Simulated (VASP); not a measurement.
Level of theory: LDA (Ceperley-Alder, Perdew-Zunger), VASP's LDA PAW potentials (set 64) (plane waves; VASP).

VASP ran on this input.

**INCAR**
```
ENCUT  =  520
LORBIT  =  11
MAGMOM  =  2.0
ALGO  =  Normal   ! blocked Davidson
LREAL  =  .FALSE.
ICHARG  =  11
LCHARG  =  .FALSE.
EDIFF  =  1E-7   ! SCF stop (eV)
LWAVE  =  .FALSE.
ISPIN  =  2
LMAXMIX  =  4   ! l cut-off of mixed one-centre charges
LASPH  =  .TRUE.   ! aspherical one-centre terms
NELM  =  100   ! most electronic steps
SIGMA  =  0.05
ISMEAR  =  0   ! Gaussian
PREC  =  Accurate
SYSTEM  =  Fe
```

### POSCAR
```
Fe
1
   -1.3752552397     1.3752552397     1.3752552397
    1.3752552397    -1.3752552397     1.3752552397
    1.3752552397     1.3752552397    -1.3752552397
Fe
1
Direct
  0.0000000000   0.0000000000   0.0000000000
```

**KPOINTS**
```
k-points along high-symmetry lines
15
Line-mode
Reciprocal
  0.000000   0.000000   0.000000 ! GAMMA
  0.500000  -0.500000   0.500000 ! H

  0.500000  -0.500000   0.500000 ! H
  0.000000  -0.000000   0.500000 ! N

  0.000000  -0.000000   0.500000 ! N
  0.000000   0.000000   0.000000 ! GAMMA

  0.000000   0.000000   0.000000 ! GAMMA
  0.250000   0.250000   0.250000 ! P

  0.250000   0.250000   0.250000 ! P
  0.500000  -0.500000   0.500000 ! H

  0.250000   0.250000   0.250000 ! P
  0.000000  -0.000000   0.500000 ! N
```

POTCAR, in this order: Fe (LDA.64 set). Program: vasp_std. Read from the step before: CHGCAR.

The resulting files:

OSZICAR:
```
       N       E                     dE             d eps       ncg     rms          rms(c)
DAV:   1     0.163129933281E+02    0.16313E+02   -0.41385E+03  3344   0.114E+03
DAV:   2    -0.940577541518E+01   -0.25719E+02   -0.23629E+02  3332   0.134E+02
DAV:   3    -0.975637918900E+01   -0.35060E+00   -0.34732E+00  3758   0.209E+01
DAV:   4    -0.975805289412E+01   -0.16737E-02   -0.16734E-02  3639   0.131E+00
DAV:   5    -0.975806826186E+01   -0.15368E-04   -0.15368E-04  3648   0.105E-01
DAV:   6    -0.975806847932E+01   -0.21746E-06   -0.21717E-06  3521   0.118E-02
DAV:   7    -0.975806848246E+01   -0.31396E-08   -0.37566E-08  3095   0.143E-03
   1 F= -.97580685E+01 E0= -.97568642E+01  d E =-.240850E-02  mag=     1.9719
```

### OUTCAR
```



 magnetization (x)

# of ion       s       p       d       tot
------------------------------------------
    1       -0.005  -0.008   1.945   1.933
```
(Selected blocks of OUTCAR.)

OUTCAR:
```
 val. band max:        6.9383654409   @ k =   0.2143  -0.2143   0.2143

 cond. band min:       6.9519890068   @ k =   0.4643  -0.4643   0.5000



 spin component 1

 k-point     1 :       0.0000    0.0000    0.0000
  band No.  band energies     occupation
      1      -2.3895      1.00000
      2       4.2003      1.00000
      3       4.2003      1.00000
      4       4.2003      1.00000
      5       5.7493      1.00000
      6       5.7493      1.00000
      7      32.3813      0.00000
      8      32.3813      0.00000
      9      32.3813      0.00000

 k-point     2 :       0.0357   -0.0357    0.0357
  band No.  band energies     occupation
      1      -2.2758      1.00000
      2       4.1987      1.00000
      3       4.1987      1.00000
      4       4.2336      1.00000
      5       5.6922      1.00000
      6       5.7718      1.00000
      7      31.6971      0.00000
      8      32.3201      0.00000
      9      32.3201      0.00000

 k-point     3 :       0.0714   -0.0714    0.0714
  band No.  band energies     occupation
      1      -1.9402      1.00000
      2       4.1980      1.00000
      3       4.1980      1.00000
      4       4.3321      1.00000
      5       5.5234      1.00000
      6       5.8373      1.00000
      7      30.3385      0.00000
      8      32.0063      0.00000
      9      32.0063      0.00000

 k-point     4 :       0.1071   -0.1071    0.1071
  band No.  band energies     occupation
      1      -1.4012      1.00000
      2       4.2096      1.00000
      3       4.2096      1.00000
      4       4.4916      1.00000
      5       5.2512      1.00000
      6       5.9419      1.00000
      7      28.9386      0.00000
      8      31.1842      0.00000
      9      31.1842      0.00000

 k-point     5 :       0.1429   -0.1429    0.1429
  band No.  band energies     occupation
      1      -0.6934      1.00000
      2       4.2495      1.00000
...
```

The density is held fixed in this step, so its total energy and stress have no physical meaning.

The compound is Fe in the bcc structure. It was relaxed first, which changed the volume by -12 %.
